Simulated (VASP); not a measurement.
VASP runs on Tl (hcp) share one base input (PBE GGA, plane waves, VASP's PBE PAW potentials (set 64)) and change the settings named in each case.

POSCAR:
```
Tl
1.0
  1.7300000000  -2.9964480000   0.0000000000
  1.7300000000   2.9964480000   0.0000000000
  0.0000000000   0.0000000000   5.5200000000
Tl
2
Cartesian
  1.7300000000   0.9988179976   1.3800000000
  1.7300000000  -0.9988179976   4.1400000000
```

### KPOINTS
```
Automatic mesh
0
Gamma
11 11 6
0 0 0
```

**INCAR**
```
SYSTEM = Tl
PREC = Accurate
ENCUT = 400
EDIFF = 1E-6
NELM = 100
ALGO = Normal
LREAL = .FALSE.
LASPH = .TRUE.
ISMEAR = 1
SIGMA = 0.1
GGA = PE
LMAXMIX = 4
LWAVE = .FALSE.
LCHARG = .FALSE.
ISIF = 2
```

POTCAR, in this order: Tl_d (PBE.64 set). Program: vasp_std.

```tsv
change	E(σ→0) (eV/atom)	pressure (GPa)	−TS (eV)
base run	-2.2033	3.05	-0.0014
ISMEAR = 2, SIGMA = 0.01	-2.2032	3.02	0.0000
SIGMA = 0.05	-2.2033	3.06	-0.0003
ISMEAR = 0, SIGMA = 0.3	-2.2054	3.08	-0.0391
ISMEAR = 0	-2.2035	3.05	-0.0068
ISMEAR = -1, SIGMA = 0.05	-2.2038	3.05	-0.0097
ISMEAR = -1, SIGMA = 0.01	-2.2032	3.06	-0.0007
ISMEAR = -5, SIGMA removed	-2.2025	3.12	0.0000
ISMEAR = -4, SIGMA removed	-2.1359	3.60	0.0000
```
 Unless said otherwise, spin-orbit coupling is left out, though it shifts the bands of the heavy elements here.

Left out are runs that ran out of time, are held back, or changed the cell or the kind of run, fixed moments of cells without a moment, rows past the twelfth, gaps on odd meshes, pressures of charged cells and columns that move by less than the noise.

The compound is Tl in the hcp structure. The cell was not relaxed at this level.
